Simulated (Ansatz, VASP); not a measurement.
YMgC4N4 in VASP and in Ansatz

```xyz
10
Lattice="6.4903 0.0000 0.0000 0.0000 6.4903 0.0000 0.0000 0.0000 6.4903" Properties=species:S:1:pos:R:3 pbc="T T T"
Y     3.2451    3.2451    3.2451
Mg    0.0000    0.0000    0.0000
C     1.2551    1.2551    1.2551
C     1.2551    5.2351    5.2351
C     5.2351    1.2551    5.2351
C     5.2351    5.2351    1.2551
N     1.9352    1.9352    1.9352
N     1.9352    4.5550    4.5550
N     4.5550    1.9352    4.5550
N     4.5550    4.5550    1.9352
```

Alike in both runs: functional PBE; k mesh 6 × 6 × 6; occupations gaussian, width 0.1 eV; no spin polarisation.

Ansatz relaxed the structure, and its values are those at the end. VASP's run is a single point on that final structure, the one shown.

```csv
,VASP,Ansatz
version,VASP 6.6.1,Ansatz 0.2.0
potentials or method,"VASP PAW PBE potentials, release 64 (Y_sv, Mg, C, N)","scalar-relativistic, plane waves, PAW"
plane-wave cutoff (eV),520,420
valence electrons in the cell,49,57
```

```csv
,VASP,Ansatz,Ansatz less VASP
gap on the k mesh at the Fermi level (eV),none,none,-
pressure (GPa),0.2,0.0,-0.22
rms of the force components (eV/Å),0.188,0.003,-0.1853
```

A gap of «none» marks a metal or a gap that the smearing closes. One of these differences is far larger than is usual between the two programs; its cause wasn't traced. The functional is the same, so the differences come from potentials, cutoffs and numerics. The two sets of potentials don't hold the same shells in valence.

Caveats: the standard files for N, O and F lose accuracy on very short bonds.
